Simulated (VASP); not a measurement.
Consider the following.

```
CELL_PARAMETERS angstrom
      4.65126     0.00000     0.00000
      0.00000     4.65126     0.00000
      0.00000     0.00000     3.07335
ATOMIC_POSITIONS crystal
  Mg 0.00000 0.00000 0.00000
  Mg 0.50000 0.50000 0.50000
  F  0.30280 0.30280 0.00000
  F  0.80280 0.19720 0.50000
  F  0.19720 0.80280 0.50000
  F  0.69720 0.69720 0.00000
```

All values below come from PBE GGA with D4 dispersion, VASP's PBE PAW potentials (set 64) (plane waves; VASP 6.6.1). Run with 520 eV cut-off, 6×6×8 Γ-centred mesh, tetrahedra with Blöchl corrections, potentials Mg F.

The cores are frozen, which limits the accuracy of field gradients.

Task: Give the principal components of the electric field gradient (V/Å²) and the asymmetry η at each nucleus.

Result: 
| atom | Vxx | Vyy | Vzz | η |
|---|---|---|---|---|
| Mg1 | -4.5 | -2.0 | 6.5 | 0.38 |
| Mg2 | -4.5 | -2.0 | 6.5 | 0.38 |
| F3 | 33.2 | 16.4 | -49.7 | 0.34 |
| F4 | 33.2 | 16.4 | -49.7 | 0.34 |
| F5 | 33.2 | 16.4 | -49.7 | 0.34 |
| F6 | 33.2 | 16.4 | -49.7 | 0.34 |

The compound is MgF2 in the rutile structure. It was relaxed first.
